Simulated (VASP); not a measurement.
Data:

```yaml
crystal:
  lattice:
    - [0.00000, 3.53668, 3.53668]
    - [3.53668, 0.00000, 3.53668]
    - [3.53668, 3.53668, 0.00000]
  atoms:
    - { symbol: La, position: [0.00000, 0.00000, 0.00000] }
    - { symbol: Mg, position: [0.25000, 0.25000, 0.25000] }
    - { symbol: Ni, position: [0.62322, 0.62322, 0.62322] }
    - { symbol: Ni, position: [0.13034, 0.62322, 0.62322] }
    - { symbol: Ni, position: [0.62322, 0.62322, 0.13034] }
    - { symbol: Ni, position: [0.62322, 0.13034, 0.62322] }
```

Computed with PBEsol GGA, VASP's PBE PAW potentials (set 64) (plane waves; VASP). Numerical set-up: 300 eV cut-off, 6×6×6 Γ-centred mesh, Fermi-Dirac smearing of 0.10 eV, potentials La Mg Ni.

At this cut-off the stress carries a Pulay error, which pulls relaxed volumes low. The run has a spin-polarised start.

Q: Give the stress tensor in GPa (positive for a compressed cell).

A: 
```
-2.33   0.00   0.00
 0.00  -2.33   0.00
 0.00   0.00  -2.33
```
The pressure is its mean diagonal, -2.33 GPa.

The structure comes from a computed database's LaMgNi4 entry; how it stands against other phases isn't given here. The cell was not relaxed at this level.
